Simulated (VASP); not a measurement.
These are r2SCAN meta-GGA, VASP's PBE PAW potentials (set 64) (plane waves; VASP) values and carry that method's errors.

The input files of a VASP run:

File KPOINTS:
```
Regular mesh
0
G
  10 10 10
```

**INCAR**
```
SYSTEM = Sr
PREC = Accurate
ENCUT = 480
EDIFF = 1E-7
NELM = 100
ALGO = Normal
LREAL = .FALSE.
LASPH = .TRUE.
ISMEAR = 1
SIGMA = 0.1
METAGGA = R2SCAN
LMIXTAU = .TRUE.
LMAXMIX = 4
LWAVE = .FALSE.
LCHARG = .FALSE.
ISIF = 2
```

POSCAR:
```
Sr
1
    0.0000000000     3.0325324685     3.0477713251
    3.0477713251     0.0000000000     3.0477713251
    3.0477713251     3.0325324685     0.0000000000
Sr
1
Direct
  0.0000000000   0.0000000000   0.0000000000
```

POTCAR, in this order: Sr_sv (PBE.64 set). Program: vasp_std.

What VASP printed:

### OUTCAR
```
 ion  position               nearest neighbor table
   1  0.000  0.000  0.000-
  LATTYP: Found a body centered tetragonal cell.
 ALAT       =     4.3101995430
 C/A-ratio  =     1.4071424946
 Subroutine PRICEL returns:
 Original cell was already a primitive cell.
 Subroutine GETGRP returns: Found 16 space group operations
The static configuration has the point symmetry D_4h.
The dynamic configuration has the point symmetry D_4h.
 Subroutine INISYM returns: Found 16 space group operations
 Subroutine IBZKPT returns following result:
 Found    102 irreducible k-points:

 Following reciprocal coordinates:
            Coordinates               Weight
  0.000000  0.000000  0.000000      1.000000
  0.100000  0.000000  0.000000      8.000000
  0.200000  0.000000  0.000000      8.000000
  0.300000  0.000000 -0.000000      8.000000
  0.400000  0.000000  0.000000      8.000000
  0.500000  0.000000  0.000000      4.000000
  0.100000  0.100000  0.000000      4.000000
  0.200000  0.100000  0.000000     16.000000
  0.300000  0.100000 -0.000000     16.000000
  0.400000  0.100000 -0.000000     16.000000
  0.500000  0.100000 -0.000000     16.000000
 -0.400000  0.100000 -0.000000     16.000000
 -0.300000  0.100000  0.000000     16.000000
 -0.200000  0.100000  0.000000     16.000000
 -0.100000  0.100000 -0.000000      8.000000
  0.200000  0.200000  0.000000      4.000000
  0.300000  0.200000 -0.000000     16.000000
  0.400000  0.200000 -0.000000     16.000000
  0.500000  0.200000 -0.000000     16.000000
 -0.400000  0.200000  0.000000     16.000000
 -0.300000  0.200000 -0.000000     16.000000
 -0.200000  0.200000 -0.000000      8.000000
  0.300000  0.300000  0.000000      4.000000
  0.400000  0.300000  0.000000     16.000000
...
```

File OSZICAR:
```
       N       E                     dE             d eps       ncg     rms          rms(c)
DAV:   1     0.212677224920E+02    0.21268E+02   -0.48262E+03  1844   0.933E+02
DAV:   2    -0.166948420350E+02   -0.37963E+02   -0.37419E+02  2001   0.167E+02
DAV:   3    -0.187185522736E+02   -0.20237E+01   -0.20046E+01  2905   0.302E+01
DAV:   4    -0.188075220917E+02   -0.88970E-01   -0.88822E-01  2733   0.536E+00
DAV:   5    -0.188091534751E+02   -0.16314E-02   -0.16296E-02  2970   0.470E-01    0.755E+00
DAV:   6    -0.148833188442E+02    0.39258E+01   -0.32632E+00  1950   0.952E+00    0.652E+00
DAV:   7    -0.150401936939E+02   -0.15687E+00   -0.64955E-01  2344   0.670E+00    0.572E+00
DAV:   8    -0.159560398125E+02   -0.91585E+00   -0.73109E-01  2015   0.580E+00    0.207E+00
DAV:   9    -0.151268675785E+02    0.82917E+00   -0.89530E-01  1917   0.569E+00    0.366E-01
DAV:  10    -0.150213789570E+02    0.10549E+00   -0.16408E-01  2001   0.417E+00    0.584E-01
DAV:  11    -0.151029192127E+02   -0.81540E-01   -0.11176E-01  1921   0.291E+00    0.639E-01
DAV:  12    -0.151414119230E+02   -0.38493E-01   -0.72895E-02  1846   0.357E+00    0.381E-01
DAV:  13    -0.151061715000E+02    0.35240E-01   -0.49419E-02  1844   0.308E+00    0.188E-01
DAV:  14    -0.151038984272E+02    0.22731E-02   -0.70629E-04  2515   0.387E-01    0.182E-01
DAV:  15    -0.151029145388E+02    0.98389E-03   -0.19206E-04  2292   0.183E-01    0.137E-01
DAV:  16    -0.150984201283E+02    0.44944E-02   -0.46233E-03  1848   0.834E-01    0.169E-01
DAV:  17    -0.150984781207E+02   -0.57992E-04   -0.31982E-05  3184   0.430E-02    0.169E-01
DAV:  18    -0.150984967488E+02   -0.18628E-04   -0.93100E-06  2327   0.340E-02    0.168E-01
DAV:  19    -0.150983434467E+02    0.15330E-03   -0.19299E-05  1961   0.343E-02    0.168E-01
DAV:  20    -0.150981701036E+02    0.17334E-03   -0.17148E-04  1902   0.109E-01    0.709E-02
DAV:  21    -0.150982127158E+02   -0.42612E-04   -0.26556E-05  2854   0.610E-02    0.831E-02
DAV:  22    -0.150982110839E+02    0.16319E-05   -0.80657E-06  1984   0.207E-02    0.754E-02
DAV:  23    -0.150982472552E+02   -0.36171E-04   -0.49353E-05  1907   0.763E-02    0.208E-02
DAV:  24    -0.150982359614E+02    0.11294E-04   -0.67381E-06  1919   0.288E-02    0.130E-02
DAV:  25    -0.150982373177E+02   -0.13563E-05   -0.55312E-07  3307   0.632E-03    0.121E-02
DAV:  26    -0.150982356658E+02    0.16519E-05   -0.31741E-06  1870   0.224E-02    0.118E-02
DAV:  27    -0.150982370118E+02   -0.13460E-05   -0.22101E-06  2029   0.217E-02    0.219E-02
DAV:  28    -0.150982365719E+02    0.43986E-06   -0.27747E-07  3078   0.703E-03    0.172E-02
DAV:  29    -0.150982376943E+02   -0.11223E-05   -0.23654E-07  1951   0.571E-03    0.156E-02
DAV:  30    -0.150982354704E+02    0.22238E-05   -0.19637E-07  1875   0.578E-03    0.966E-03
DAV:  31    -0.150982364686E+02   -0.99819E-06   -0.67132E-08  1201   0.313E-03    0.778E-03
DAV:  32    -0.150982359681E+02    0.50052E-06   -0.73727E-08  1341   0.285E-03    0.457E-03
DAV:  33    -0.150982367037E+02   -0.73556E-06   -0.39581E-08   976   0.242E-03    0.355E-03
DAV:  34    -0.150982369566E+02   -0.25298E-06   -0.82378E-08  1064   0.223E-03    0.201E-03
DAV:  35    -0.150982372036E+02   -0.24694E-06   -0.69996E-08  1896   0.206E-03    0.111E-03
DAV:  36    -0.150982372425E+02   -0.38924E-07   -0.20904E-08   966   0.137E-03
   1 F= -.15098237E+02 E0= -.15097684E+02  d E =-.166051E-02
```

File OUTCAR:
```
------------------------ aborting loop because EDIFF is reached ----------------------------------------
  FORCE on cell =-STRESS in cart. coord.  units (eV):
  Direction    XX          YY          ZZ          XY          YZ          ZX
  --------------------------------------------------------------------------------------
  Total        0.0373875      0.0424255      0.0373875      0.0000000      0.0000000      0.0000000
  in kB        1.0632528      1.2065292      1.0632528      0.0000000      0.0000000      0.0000000
  external PRESSURE =       1.1110116 kB  Pullay stress =       0.0000000 kB
  volume of cell :       56.34
      direct lattice vectors                 reciprocal lattice vectors
     0.000000000  3.032532468  3.047771325    -0.164054303  0.164878696  0.164054303
     3.047771325  0.000000000  3.047771325     0.164054303 -0.164878696  0.164054303
     3.047771325  3.032532468  0.000000000     0.164054303  0.164878696 -0.164054303
 POSITION                                       TOTAL-FORCE (eV/Angst)
 -----------------------------------------------------------------------------------
      0.00000      0.00000      0.00000         0.000000      0.000000      0.000000
 -----------------------------------------------------------------------------------
    total drift:                                0.000000      0.000000      0.000000
  FREE ENERGIE OF THE ION-ELECTRON SYSTEM (eV)
  ---------------------------------------------------
  free  energy   TOTEN  =       -15.0982372425 eV

  energy  without entropy=      -15.0965767335  energy(sigma->0) =      -15.09768374
```
(Selected blocks of OUTCAR.)

The compound is Sr in the fcc structure. This cell was strained or had an atom moved on purpose.
